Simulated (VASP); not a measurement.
Calculation: SCAN meta-GGA, VASP's PBE PAW potentials (set 64) (plane waves; VASP).

The input files of a VASP run:

INCAR:
```
SYSTEM = SiC
PREC = Accurate; ENCUT = 520; LREAL = .FALSE.
LASPH = .TRUE.
EDIFF = 1E-7; NELM = 100; ALGO = Normal
LMIXTAU = .TRUE.
ISMEAR = 0; SIGMA = 0.05
METAGGA = SCAN
ISIF = 2
LWAVE = .FALSE.; LCHARG = .FALSE.
```

File POSCAR:
```
SiC
4.3517590
  0.0000000000   0.5000000385   0.5000000385
  0.5000000385   0.0000000000   0.5000000385
  0.5000000385   0.5000000385   0.0000000000
Si C
1 1
Direct
  0.0000000000   0.0000000000   0.0000000000
  0.2500000000   0.2500000000   0.2500000000
```

File KPOINTS:
```
Automatic mesh
0
Gamma
10 10 10
0 0 0
```

POTCAR, in this order: Si C (PBE.64 set). Program: vasp_std.

What VASP printed:

### OSZICAR
```
       N       E                     dE             d eps       ncg     rms          rms(c)
DAV:   1    -0.320974285428E+01   -0.32097E+01   -0.41235E+03   776   0.857E+02
DAV:   2    -0.234991775978E+02   -0.20289E+02   -0.19602E+02  1056   0.109E+02
DAV:   3    -0.238591891196E+02   -0.36001E+00   -0.36001E+00   904   0.173E+01
DAV:   4    -0.238599994809E+02   -0.81036E-03   -0.81036E-03  1144   0.897E-01
DAV:   5    -0.238599997920E+02   -0.31116E-06   -0.31116E-06   904   0.149E-02    0.934E+00
DAV:   6    -0.203127729459E+02    0.35472E+01   -0.71382E+00  1072   0.168E+01    0.494E+00
DAV:   7    -0.206381816200E+02   -0.32541E+00   -0.42463E-01   784   0.808E+00    0.203E+00
DAV:   8    -0.202677539201E+02    0.37043E+00   -0.55827E-01  1008   0.784E+00    0.114E+00
DAV:   9    -0.206214091400E+02   -0.35366E+00   -0.33843E-01   824   0.673E+00    0.217E-01
DAV:  10    -0.206928128613E+02   -0.71404E-01   -0.98408E-02   768   0.395E+00    0.218E-01
DAV:  11    -0.206932182824E+02   -0.40542E-03   -0.10943E-03  1216   0.377E-01    0.225E-01
DAV:  12    -0.206929983568E+02    0.21993E-03   -0.11309E-05   816   0.393E-02    0.228E-01
DAV:  13    -0.206938181832E+02   -0.81983E-03   -0.91479E-03   752   0.126E+00    0.272E-01
DAV:  14    -0.206947776369E+02   -0.95945E-03   -0.12275E-03   896   0.502E-01    0.361E-01
DAV:  15    -0.206943657364E+02    0.41190E-03   -0.81724E-04   752   0.353E-01    0.365E-01
DAV:  16    -0.206941828460E+02    0.18289E-03   -0.18597E-04   832   0.116E-01    0.341E-01
DAV:  17    -0.206932505790E+02    0.93227E-03   -0.12039E-03   872   0.253E-01    0.229E-01
DAV:  18    -0.206931000163E+02    0.15056E-03   -0.10854E-04  1120   0.101E-01    0.184E-01
DAV:  19    -0.206929886754E+02    0.11134E-03   -0.10969E-04  1048   0.868E-02    0.137E-01
DAV:  20    -0.206927637074E+02    0.22497E-03   -0.61756E-04   936   0.185E-01    0.351E-02
DAV:  21    -0.206927059567E+02    0.57751E-04   -0.10032E-04  1064   0.806E-02    0.852E-03
DAV:  22    -0.206926864891E+02    0.19468E-04   -0.10768E-05   880   0.309E-02    0.387E-03
DAV:  23    -0.206926735966E+02    0.12893E-04   -0.72149E-07   816   0.113E-02    0.192E-03
DAV:  24    -0.206926750934E+02   -0.14968E-05   -0.32916E-07   784   0.662E-03    0.141E-03
DAV:  25    -0.206926725003E+02    0.25931E-05   -0.76392E-08   720   0.414E-03    0.176E-03
DAV:  26    -0.206926742400E+02   -0.17396E-05   -0.34938E-08   440   0.302E-03    0.103E-03
DAV:  27    -0.206926737902E+02    0.44978E-06   -0.10899E-08   400   0.149E-03    0.397E-04
DAV:  28    -0.206926742908E+02   -0.50064E-06   -0.34911E-09   400   0.610E-04    0.923E-05
DAV:  29    -0.206926744853E+02   -0.19451E-06   -0.85473E-10   400   0.414E-04    0.255E-05
DAV:  30    -0.206926744588E+02    0.26557E-07   -0.24822E-10   400   0.202E-04
   1 F= -.20692674E+02 E0= -.20692674E+02  d E =-.415386E-14
```

**OUTCAR**
```
------------------------ aborting loop because EDIFF is reached ----------------------------------------
  FORCE on cell =-STRESS in cart. coord.  units (eV):
  Direction    XX          YY          ZZ          XY          YZ          ZX
  --------------------------------------------------------------------------------------
  Total        0.0034674      0.0034674      0.0034674      0.0000000      0.0000000     -0.0000000
  in kB        0.2696382      0.2696382      0.2696382      0.0000000      0.0000000     -0.0000000
  external PRESSURE =       0.2696382 kB  Pullay stress =       0.0000000 kB
  volume of cell :       20.60
      direct lattice vectors                 reciprocal lattice vectors
     0.000000000  2.175879668  2.175879668    -0.229792119  0.229792119  0.229792119
     2.175879668  0.000000000  2.175879668     0.229792119 -0.229792119  0.229792119
     2.175879668  2.175879668  0.000000000     0.229792119  0.229792119 -0.229792119
  FREE ENERGIE OF THE ION-ELECTRON SYSTEM (eV)
  ---------------------------------------------------
  free  energy   TOTEN  =       -20.6926744588 eV

  energy  without entropy=      -20.6926744588  energy(sigma->0) =      -20.69267446
```
(Selected blocks of OUTCAR.)

The compound is SiC in the zinc blende structure. It was relaxed first.
